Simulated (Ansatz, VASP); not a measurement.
**Two plane-wave programs on NiS**

Contents of INCAR:

```
PREC = Accurate
ENCUT = 520
EDIFF = 1E-6
ISMEAR = 0
SIGMA = 0.05
LREAL = False
LASPH = True
NELM = 150
ALGO = Normal
ISIF = 2
LWAVE = False
LCHARG = False
LMAXMIX = 4
LDAU = True
LDAUTYPE = 2
LDAUL = 2 -1
LDAUU = 4 0
LDAUJ = 0 0
LDAUPRINT = 1
GGA = CA
NBANDS = 24
```

Contents of KPOINTS:

```
Automatic mesh
0
Gamma
  6 6 4
```

Contents of POSCAR:

```
NiS
1.0
    3.4250012100      0.0000000000      0.0000000000
   -1.7125006100      2.9661380600      0.0000000000
    0.0000000000      0.0000000000      5.3399998700
Ni S
2 2
Direct
    0.0000000000      0.0000000000      0.0000000000
    0.0000000000      0.0000000000      0.5000000000
    0.3333333333      0.6666666667      0.2500000000
    0.6666666667      0.3333333333      0.7500000000
```

Input for Ansatz:

```yaml
crystal:
  lattice:
    - [3.42500121, 0.0, 0.0]
    - [-1.71250061, 2.96613806, 0.0]
    - [0.0, 0.0, 5.33999987]
  atoms:
    - { symbol: Ni, position: [0.0, 0.0, 0.0] }
    - { symbol: Ni, position: [0.0, 0.0, 0.5] }
    - { symbol: S, position: [0.3333333333, 0.6666666667, 0.25] }
    - { symbol: S, position: [0.6666666667, 0.3333333333, 0.75] }
basis:
  ecutwfc: 420
  ecutrho_ratio: 4
kpoints:
  mp_grid: { grid: [6, 6, 4] }
hamiltonian:
  xc: lda
  hubbard:
    sites: [{ site: 0, l: d, u_eff: 4.0 }, { site: 1, l: d, u_eff: 4.0 }]
scf:
  occupations: { method: gaussian, width: 0.05 }
  lower_state_search: "off"
  max_iter: 150
output:
  forces: true
  stress: true
  eigenvalues: true
  populations: true
  hubbard: { sites: [{ site: 0, l: d }, { site: 1, l: d }] }
```

Alike in both runs: task single point; functional LDA; k mesh 6 × 6 × 4; occupations gaussian, width 0.05 eV; no spin polarisation; Hubbard terms Ni d U = 4.0 eV.

```csv
,VASP,Ansatz
version,VASP 6.6.1,Ansatz 0.2.0
potentials or method,"VASP PAW LDA potentials, release 64 (Ni, S)","scalar-relativistic, plane waves, PAW"
plane-wave cutoff (eV),520,420
valence electrons in the cell,32,48
```

|  | VASP | Ansatz | Ansatz less VASP |
| --- | --- | --- | --- |
| gap on the k mesh at the Fermi level (eV) | none | none | - |
| pressure (GPa) | -16.3 | -12.7 | +3.67 |
| largest component of the traceless stress (GPa) | 2.93 | 3.07 | +0.149 |

The programs project onto different local orbitals, so the same U acts differently. A gap of «none» marks a metal or a gap that the smearing closes. The two sets of potentials don't hold the same shells in valence. Ansatz warned: «filled_band_counts_differ_across_k_points».

Caveats: the run has no spin polarisation, though such a crystal can be magnetic; U without spin polarisation on a metal has little footing. Spin polarisation is off, so any magnetic state and its effect on volume and gap are missing.
